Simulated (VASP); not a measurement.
Given:

```
EuO
1.0
    0.00000     2.48964     2.48964
    2.48964     0.00000     2.48964
    2.48964     2.48964     0.00000
Eu O
1 1
Cartesian
  0.00000   0.00000   0.00000
  2.48964   2.48964   2.48964
```

These are PBE GGA with D3 dispersion (Becke-Johnson damping), VASP's PBE PAW potentials (set 64) (plane waves; VASP) values and carry that method's errors. Numerical set-up: 520 eV cut-off, 9×9×9 Γ-centred mesh, Gaussian smearing of 0.050 eV, potentials Eu_2 O.

The 4f electrons are frozen in the core of the lanthanide potential, so 4f levels, which can set the real gap, and their magnetism are missing.

Q: Estimate the energy per atom (σ→0), pressure.

A: 
- energy per atom (σ→0): -6.906 eV/atom
- pressure: -3.29 GPa

Only differences to runs with the same potentials and settings are physical.

The compound is EuO in the rock salt structure. This cell is one point of a volume scan, at 1.03 of the reference volume.
